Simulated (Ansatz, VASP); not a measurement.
**SnPtSe4 (1T-PtSe2 under 1T-SnSe2, AB) in two plane-wave programs**

Aim: how closely do two programs agree when they are given the same cell, functional and k mesh? The structure shown is the start of the Ansatz relaxation below; VASP solves that cell, so the two are compared at the walk's first step.

Program: Ansatz 0.2.0. Level of theory: plane waves, with VASP 6.6.1 beside it; single point at PBE with D3(BJ). Results are calculated unless marked as measured.

### Step 1. The starting structure

The cell holds 6 atoms: 4 Se, 1 Pt and 1 Sn. Cell: a = 3.810 Å, b = 3.810 Å, c = 45.978 Å, α = 90.0°, β = 90.0°, γ = 120.0°. Vacuum lies along c.

### Step 2. Ansatz: relaxation, PBE with D3(BJ)

Ansatz runs on its default PAW (the set named soft_2) files.

The two programs are compared at the cell with which this relaxation starts, whose forces are those of its first step.

The input, input.yaml:

```yaml
crystal:
  lattice:
    - [3.81, 0.0, 0.0]
    - [-1.905, 3.2995567884, 0.0]
    - [0.0, 0.0, 45.9782068401]
  atoms:
    - { symbol: Se, position: [0.6666666667, 0.3333333333, 0.4186766149] }
    - { symbol: Pt, position: [0.0, 0.0, 0.4433374048] }
    - { symbol: Se, position: [0.3333333333, 0.6666666667, 0.4679981947] }
    - { symbol: Se, position: [0.0, 0.0, 0.5354214418] }
    - { symbol: Sn, position: [0.3333333333, 0.6666666667, 0.5583724134] }
    - { symbol: Se, position: [0.6666666667, 0.3333333333, 0.5813233851] }
  periodic: [true, true, false]
kpoints:
  mp_grid: { grid: [12, 12, 1] }
hamiltonian:
  xc: pbe
  dispersion: d3bj
scf:
  occupations: { method: fermi_dirac, width: 0.05 }
  convergence: { dr2_threshold: 1.0e-09 }
relax:
  f_tol: 0.004
  max_steps: 90
  cell: {}
output:
  write_potential: true
  write_density: true
  volumetric_format: npy
```

Started as:

```sh
$ ansatz run input.yaml --threads 4 --pin off --max-ram 8192MiB --backend cpu --events-out ev --progress --plain --runs-dir out
```

Numbers of over 12 decimals in the logs are rounded to 6 here.

The log of the run:

```text
Warning: relax.cell: scf.convergence.dr2_threshold = 1e-9 eV is looser than the 1.9640724379e-10 eV advised for a relaxation that steers and ends on the stress (1e-10 eV for each atom of the cell: 6, times the square of relax.cell.stress_2d_tol = 0.05 N/m over 17.5 Å (the atoms' height at the walk's start and 5 Å past either face), 2.861e-2 GPa, over a crystal's default 0.05). What an SCF threshold leaves in a stress goes as its square root, and in the free energy as the threshold itself, and one threshold admits the most on a small cell: [figures from the program's tests cut] Set scf.convergence.dr2_threshold to 1.9640724379e-10 eV or tighter. [rest of the remark cut]
Engine: ansatz 0.2.0, x86_64-unknown-linux-gnu
Pseudopotentials: kind: paw
Pseudopotential: Se, paw, valence charge 16, recommended cutoff 420 eV (normal), Se.paw.azcp
Pseudopotential: Pt, paw, valence charge 18, recommended cutoff 420 eV (normal), Pt.paw.azcp
Pseudopotential: Sn, paw, valence charge 14, recommended cutoff 420 eV (normal), Sn.paw.azcp
Functional definition: PBE
  parameter kappa = 0.804
  parameter beta = 0.066725
  exchange = pbe_x(kappa = kappa, mu = beta*pi^2/3)
  correlation = pbe_c(beta = beta)
Crystal: 6 atoms, lattice volume = 578.006 Å³
Basis set: ecut = 420 eV, 11301 PW (Γ), exchange–correlation on 54×54×640 points (8 copies of the dense FFT grid, shifted against one another)
Bands: 58, of which v1, the nominal top of the filled ones, is band 48 counted from 1 (47 counted from 0)
Symmetry: 6 space group operations
Space group: P3m1 (ITA 156), of the structure as read, at distance tolerance 8.3e-5 Å
k-points: 19 of 144 (time reversal used)
Non-local potential: Se, projectors of the file, l = 0: 2, l = 1: 2, l = 2: 3, l = 3: 1
Non-local potential: Pt, projectors of the file, l = 0: 3, l = 1: 2, l = 2: 2, l = 3: 1
Non-local potential: Sn, projectors of the file, l = 0: 2, l = 1: 2, l = 2: 2, l = 3: 2
PAW form: soft (Blöchl's): semilocal exchange-correlation on the pseudo side does not see the compensation charge
PAW one-centre angular grid: Se, 590 points (default); XC on 64 Gauss nodes
PAW one-centre angular grid: Pt, 590 points (default); XC on 64 Gauss nodes
PAW one-centre angular grid: Sn, 590 points (default); XC on 64 Gauss nodes
Initial density: superposition of atomic densities (neutral atoms: chi_scale 0, normalization atom), corrected by the library's trained network
Initial wavefunctions: pseudopotential atomic-orbital guess
Functional: x = pbe(κ = 0.804, μ = 0.219515), c = pbe(β = 0.066725)
SCF iter   1: F=—  HF=-40424.189083 eV  |F-HF|=—  |Δ(HF+E_count)|=         —  Δρ=1.79e-3  dr2=3.90e-2  ethr=1.77e-3  ⟨swp⟩=16.9  Hψ=6963  notcnv=0  defer=24
preconditioner: auto → Resta (q_TF=auto, 2.023 Å⁻¹)  ε∞=1.8  [insulator: Δε(μ)=0.721 eV  Ē_g=10.409 eV  σ=0.050 eV  W_gap=1.00  n_scr=82 (ndim 8)  ℏωp=9.5 eV  f_vac=0.761  D(μ)=0.00/eV (n_scr^D=0)  ε∞_Penn≈1.8  vacuum switching on, ρ_ref=7.9e-3 e/Å³]
SCF iter   2: F=—  HF=-40424.188702 eV  |F-HF|=—  |Δ(HF+E_count)|=   3.80e-4  Δρ=1.07e-3  dr2=4.04e-2  ethr=4.06e-5  ⟨swp⟩=3.8  Hψ=2845  notcnv=0  defer=63
SCF iter   3: F=—  HF=-40424.187451 eV  |F-HF|=—  |Δ(HF+E_count)|=   1.25e-3  Δρ=7.47e-4  dr2=2.81e-2  ethr=4.06e-5  ⟨swp⟩=3.3  Hψ=1689  notcnv=0  defer=63
SCF iter   4: F=—  HF=-40424.185415 eV  |F-HF|=—  |Δ(HF+E_count)|=   2.04e-3  Δρ=3.57e-4  dr2=3.58e-3  ethr=2.93e-5  ⟨swp⟩=2.9  Hψ=1571  notcnv=0  defer=63
SCF iter   5: F=—  HF=-40424.185040 eV  |F-HF|=—  |Δ(HF+E_count)|=   3.75e-4  Δρ=1.63e-4  dr2=3.08e-4  ethr=3.73e-6  ⟨swp⟩=2.9  Hψ=1698  notcnv=0  defer=62
SCF iter   6: F=—  HF=-40424.185122 eV  |F-HF|=—  |Δ(HF+E_count)|=   8.21e-5  Δρ=5.18e-5  dr2=1.27e-5  ethr=3.20e-7  ⟨swp⟩=3.2  Hψ=1929  notcnv=0  defer=62
SCF iter   7: F=—  HF=-40424.185102 eV  |F-HF|=—  |Δ(HF+E_count)|=   2.00e-5  Δρ=2.76e-5  dr2=6.53e-6  ethr=1.32e-8  ⟨swp⟩=3.7  Hψ=2329  notcnv=0  defer=62
SCF iter   8: F=—  HF=-40424.185200 eV  |F-HF|=—  |Δ(HF+E_count)|=   9.75e-5  Δρ=1.05e-5  dr2=1.02e-6  ethr=6.81e-9  ⟨swp⟩=2.7  Hψ=1561  notcnv=0  defer=62
SCF iter   9: F=—  HF=-40424.185200 eV  |F-HF|=—  |Δ(HF+E_count)|=   2.26e-7  Δρ=3.86e-6  dr2=9.21e-8  ethr=1.06e-9  ⟨swp⟩=3.1  Hψ=1807  notcnv=0  defer=62
SCF iter  10: F=—  HF=-40424.185200 eV  |F-HF|=—  |Δ(HF+E_count)|=   1.55e-7  Δρ=1.02e-6  dr2=8.83e-9  ethr=9.60e-11  ⟨swp⟩=3.0  Hψ=1948  notcnv=0  defer=62
[...]
SCF iter   3: F=—  HF=-40427.679736 eV  |F-HF|=—  |Δ(HF+E_count)|=   8.20e-8  Δρ=3.11e-6  dr2=1.06e-7  ethr=1.81e-10  ⟨swp⟩=2.6  Hψ=2030  notcnv=0
SCF iter   4: F=—  HF=-40427.679736 eV  |F-HF|=—  |Δ(HF+E_count)|=   1.07e-8  Δρ=1.28e-6  dr2=1.71e-8  ethr=1.10e-10  ⟨swp⟩=3.0  Hψ=1746  notcnv=0
SCF iter   5: F=—  HF=-40427.679736 eV  |F-HF|=—  |Δ(HF+E_count)|=   1.18e-9  Δρ=3.29e-7  dr2=1.02e-9  ethr=1.04e-12  ⟨swp⟩=16.9  Hψ=9587  notcnv=0
SCF iter   6: F=—  HF=-40427.679736 eV  |F-HF|=—  |Δ(HF+E_count)|=  8.00e-11  Δρ=1.67e-7  dr2=1.13e-9  ethr=1.04e-12  ⟨swp⟩=10.1  Hψ=6346  notcnv=0
SCF iter   7: F=-40427.679736 eV  HF=-40427.679736 eV  |F-HF|=9.39e-10  |Δ(HF+E_count)|=  2.91e-10  Δρ=5.99e-8  dr2=1.08e-10  ethr=1.04e-12  ⟨swp⟩=7.9  Hψ=6146  notcnv=0
SCF 9 converged in 7 iterations: F = -40427.679736 eV  dr2 = 1.08e-10
relax step   9: F+E_penalty+E_count = -40427.67973626 eV  Δ(F+E_penalty+E_count) = +6.008e-4 eV  max|allowed force component| = 1.717e-3 eV/Å  Δτ_max = 0.0000 Å  P = -0.019 N/m  Ω = 566.536 Å³  fix = [c, alpha, beta]  reactions: c -0.000 N/m  stress off target by 1.85e-2 N/m on what of the cell is left free  SCF on the basis re-selected at this cell (its energy is not comparable with the rows above)  (7 SCF iters)
basis re-selected at this cell: Δ(F+E_penalty+E_count) = +6.008e-4 eV, ΔP = -0.021 N/m vs the last step (what re-selecting the basis moved, of the pressure what is left beyond the Pulay correction that the steps carried, after the strain that the cell walked since its last selection, with what the two solves' SCF thresholds leave and, on support functions, any second-order correction that the steps lacked; it is no m [...]
WARN: The input density's exchange-correlation potential varies sharply where the density is thin. Do not read a vacuum level from v_tot or v_xc, or from such a field of the output density. On a cell that repeats whose density bears no net charge and no dipole along the vacuum's axis use v_es (v_loc + v_h of the components); under efield.dipole_correction with no amplitude use v_es + v_field, which holds any external [...]
SCF converged after 7 iterations
Free energy (F): -40427.679736 eV
Harris-Foulkes:  -40427.679736 eV  (|F-HF|=9.39e-10)
Internal energy: -40427.678281 eV  (E = F + TS)
E sigma→0 (E₀):  -40427.679008 eV
Entropy (-TS):   -0.001456 eV (-0.243 meV/atom)
Fermi energy:    -5.225391 eV
--- Per-component energies (eV) ---
  E_band       = -3347.750203
  E_kinetic    = 1297.765846
  E_local      = -549267.595966  (includes V_loc(G=0)·N_el)
  E_nonlocal   = -2213.059388
  E_hartree    = 273701.484741
  E_xc         = -1059.578106
  E_vxc        = -789.905047  (∫ρ·V_xc dr)
  E_paw        = -21241.449709  (= ΣΔE_a)
  E_vpaw       = 222.079909  (= ΣTr[D̂ρ^β])
  E_aug_tail   = -0.002225  (compensation charges beyond the density's cutoff)
  E_ewald      = 258356.782026
  E_disp       = -2.025498  (pairwise vdW)
  E_smearing   = -0.001456  (= −TS)
  E_closure    = 0.000000  (closes the sum)
  Σ components = -40427.679736   (vs F -40427.679736, Δ=0.00e0)
--- Forces (eV/Å), atoms counted from 1 ---
  atom   1  Se    -0.00000000     0.00000000    -0.00068438
  atom   2  Pt     0.00000000    -0.00000000     0.00006672
  atom   3  Se     0.00000000    -0.00000000     0.00017711
  atom   4  Se     0.00000000    -0.00000000     0.00071713
  atom   5  Sn    -0.00000000     0.00000000    -0.00171733
  atom   6  Se     0.00000000     0.00000000     0.00144002
  max |Σ_I F_I| component: 7.23e-7 eV/Å
--- 2D stress c σ (N/m, compression-positive) ---
       -0.018538       0.000000      -0.000000
        0.000000      -0.018538      -0.000000
       -0.000000      -0.000000      -0.000000
  P = ½ c Tr σ = -0.0185 N/m
--- Band table (eV; the first three rows and the last of 19) ---
  k-point 0: bands = [... 44 lower, -5.9612, -5.9612, -5.7876, -5.7876, -3.8520, -2.8520, -2.8520, -2.5875, ... 6 higher]
  k-point 1: bands = [... 44 lower, -5.9446, -5.9015, -5.7592, -5.6202, -3.6146, -3.2661, -2.9596, -2.1470, ... 6 higher]
  k-point 2: bands = [... 44 lower, -6.0165, -5.9405, -5.7923, -5.4604, -4.1224, -3.4483, -3.1522, -1.7897, ... 6 higher]
  k-point 18: bands = [... 44 lower, -6.9850, -6.7777, -6.7302, -6.6827, -4.3767, -3.9838, -3.6435, -0.9093, ... 6 higher]
  the weakly bound empty levels are not read free of the cell's end (no_gap_told)
--- Relaxed structure (8 steps of the walk, 8 accepted, 1 SCFs on fresh bases) ---
  F+E_penalty+E_count = -40427.67973626 eV   max|allowed force component| = 1.717e-3 eV/Å   (the final SCF, on the basis selected at the relaxed cell)
  cell:  # Å, volume = 566.5363 Å³
    - [3.772007, 0, 0]
    - [-1.886004, 3.266654, 0]
    - [0, 0, 45.9782068401]
  atoms:
    - { symbol: Se, position: [0.666667, 0.333333, 0.411224] }
    - { symbol: Pt, position: [0, 0, 0.439255] }
    - { symbol: Se, position: [0.333333, 0.666667, 0.467145] }
    - { symbol: Se, position: [0, 0, 0.527209] }
    - { symbol: Sn, position: [0.333333, 0.666667, 0.562600] }
    - { symbol: Se, position: [0.666667, 0.333333, 0.597696] }
```

Reading the cycles: dr2 is the Hartree energy of the density residual (eV), the measure of convergence; HF is the Harris–Foulkes estimate of the energy, which meets the free energy F at convergence.

### Step 3. VASP: single point, PBE with D3(BJ), start cell

The same cell, functional, mesh and smearing now go to VASP, with its own data sets.

Lines of VASP's logs that name or quote its potential files are left out, and so is its time.

The input, INCAR:

```
SYSTEM = SnPtSe4
PREC = Accurate
ENCUT = 400
EDIFF = 1E-06
NELM = 120
ISMEAR = -1
SIGMA = 0.05
LREAL = .FALSE.
ALGO = Normal
GGA = PE
IVDW = 12
NBANDS = 30
LASPH = .TRUE.
LORBIT = 11
LWAVE = .FALSE.
LCHARG = .FALSE.
ISIF = 2
LDIPOL = .TRUE.
IDIPOL = 3
DIPOL = 0.5 0.5 0.501
LVHAR = .TRUE.
GGA_COMPAT = .FALSE.
EFERMI = MIDGAP
NELMDL = -8
KPAR = 2
```

The input, POSCAR:

```
SnPtSe4
1.0
    3.8100000000      0.0000000000      0.0000000000
   -1.9050000000      3.2995570000      0.0000000000
    0.0000000000      0.0000000000     45.9782070000
Se Pt Sn
4 1 1
Direct
    0.6666666667      0.3333333333      0.4186766135
    0.3333333333      0.6666666667      0.4679981975
    0.0000000000      0.0000000000      0.5354214443
    0.6666666667      0.3333333333      0.5813233865
    0.0000000000      0.0000000000      0.4433374055
    0.3333333333      0.6666666667      0.5583724046
```

The input, KPOINTS:

```
Automatic mesh
0
Gamma
12 12 1
0 0 0
```

Potentials, in the order of the species: Se, Pt and Sn_d (PBE family, release 64).

Started as:

```sh
$ mpirun -np 2 vasp_std
```

The log of the run:

```text
[banner, memory and clock lines left out]
running    2 mpi-ranks, on    1 nodes
 distrk:  each k-point on    1 cores,    2 groups
 distr:  one band on    1 cores,    1 groups

 POSCAR found type information on POSCAR SePtSn
 POSCAR found :  3 types and       6 ions
 LDA part: xc-table for (Slater+PW92), standard interpolation
 POSCAR, INCAR and KPOINTS ok, starting setup
 FFT: planning ... GRIDC
 FFT: planning ... GRID_SOFT
 FFT: planning ... GRID
 WAVECAR not read
 entering main loop
       N       E                     dE             d eps       ncg     rms          rms(c)
DAV:   1     0.376261279655E+03    0.37626E+03   -0.15999E+04  1332   0.999E+02
DAV:   2     0.267838911759E+02   -0.34948E+03   -0.33810E+03  1602   0.229E+02
DAV:   3    -0.222378102559E+02   -0.49022E+02   -0.48148E+02  1466   0.104E+02
DAV:   4    -0.237954328053E+02   -0.15576E+01   -0.15414E+01  1410   0.219E+01
DAV:   5    -0.238416200278E+02   -0.46187E-01   -0.46131E-01  1566   0.345E+00
DAV:   6    -0.238429842511E+02   -0.13642E-02   -0.13641E-02  1628   0.573E-01
DAV:   7    -0.238430111058E+02   -0.26855E-04   -0.26854E-04  1622   0.732E-02
DAV:   8    -0.238430121748E+02   -0.10689E-05   -0.10687E-05  1480   0.112E-02    0.157E+01
DAV:   9    -0.227287623288E+02    0.11142E+01   -0.49847E+00  1274   0.191E+01    0.923E+00
DAV:  10    -0.225789687287E+02    0.14979E+00   -0.19828E+00  1274   0.108E+01    0.402E+00
DAV:  11    -0.224829578076E+02    0.96011E-01   -0.22111E-01  1374   0.393E+00    0.920E-01
DAV:  12    -0.224778536289E+02    0.51042E-02   -0.66210E-02  1284   0.181E+00    0.343E-01
DAV:  13    -0.224767901707E+02    0.10635E-02   -0.83513E-03  1358   0.644E-01    0.179E-01
DAV:  14    -0.224769261396E+02   -0.13597E-03   -0.81114E-04  1428   0.194E-01    0.771E-02
[...]
DAV:  19    -0.224770566909E+02   -0.10389E-04   -0.40356E-07   900   0.401E-03    0.218E-03
DAV:  20    -0.224770845447E+02   -0.27854E-04   -0.16120E-06  1012   0.452E-03    0.152E-03
DAV:  21    -0.224770989646E+02   -0.14420E-04   -0.55406E-07   940   0.212E-03    0.133E-03
DAV:  22    -0.224771116415E+02   -0.12677E-04   -0.64710E-07   936   0.216E-03    0.367E-04
DAV:  23    -0.224771153204E+02   -0.36790E-05   -0.13729E-07   888   0.115E-03    0.359E-04
DAV:  24    -0.224771173912E+02   -0.20708E-05   -0.43062E-08   858   0.848E-04    0.178E-04
DAV:  25    -0.224771189298E+02   -0.15386E-05   -0.26267E-08   852   0.647E-04    0.205E-04
DAV:  26    -0.224771199015E+02   -0.97170E-06   -0.14261E-08   840   0.492E-04
   1 F= -.24576999E+02 E0= -.24576971E+02  d E =-.573735E-04
```

(Continued in part 2 of 2.)

[Lines on the potential files, build, host, timing and source positions are cut from VASP's logs without a mark.]

[Logs are printed without paths, hosts, clocks, repeated set-up lines and the standing remarks that a program may print on its own settings, such as how far it seeks lower states.]

[Hosts, paths, dates, database ids (printed as entryN), source tags and the programs' standing remarks are cut or masked in the printed files.]
